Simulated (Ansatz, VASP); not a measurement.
# Two plane-wave programs on Ga2PN

```
CELL_PARAMETERS angstrom
1.62625 0.93892 5.64660
-1.62625 0.93892 5.64660
0.00000 -1.87783 5.64660
ATOMIC_POSITIONS crystal
N 0.00000 0.00000 0.00000
P 0.50000 0.50000 0.50000
Ga 0.26297 0.26297 0.26297
Ga 0.73703 0.73703 0.73703
```

Alike in both runs: task single point; functional r2SCAN; k mesh 10 × 10 × 10; occupations fermi-dirac, width 0.02 eV; no spin polarisation.

|  | VASP | Ansatz |
| --- | --- | --- |
| version | VASP 6.6.1 | Ansatz 0.2.0 |
| potentials or method | VASP PAW PBE potentials, release 64 (N, P, Ga_d) | plane waves, PAW |
| plane-wave cutoff (eV) | 520 | 500 |
| valence electrons in the cell | 36 | 36 |

VASP gave:

- pressure (GPa): 0.3
- largest component of the traceless stress (GPa): 1.20
- rms of the force components (eV/Å): 0.025

Which values does Ansatz return?

Pressure (GPa): 0.2; largest component of the traceless stress (GPa): 1.24; rms of the force components (eV/Å): 0.042.

Atom by atom the forces differ by 0.017 eV/Å (rms over components). With one functional, cell and mesh, what is left measures potentials, basis and numerics.

Caveats: the PAW data sets were made with another functional, which shifts forces and pressure a little (VASP).
